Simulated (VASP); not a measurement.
Given:

```yaml
crystal:
  lattice:
    - [0.00000, 2.69188, 2.69188]
    - [2.69188, 0.00000, 2.69188]
    - [2.69188, 2.69188, 0.00000]
  atoms:
    - { symbol: Cd, position: [0.00000, 0.00000, 0.00000] }
    - { symbol: F, position: [0.25000, 0.25000, 0.25000] }
    - { symbol: F, position: [0.75000, 0.75000, 0.75000] }
```

Method: PBE GGA, VASP's PBE PAW potentials (set 64) (plane waves; VASP). Settings: 400 eV cut-off, 7×7×7 Γ-centred mesh, Gaussian smearing of 0.010 eV, potentials Cd F.

At this cut-off the stress carries a Pulay error, which pulls relaxed volumes low.

### Question
Predict the energy per atom (σ→0), pressure.

### Answer

* **energy per atom (σ→0)**: -3.627 eV/atom
* **pressure**: -3.36 GPa

The absolute energy has meaning only against runs of the same code, potentials and settings.

The structure comes from a computed database's CdF2 entry; how it stands against other phases isn't given here. The cell was not relaxed at this level.
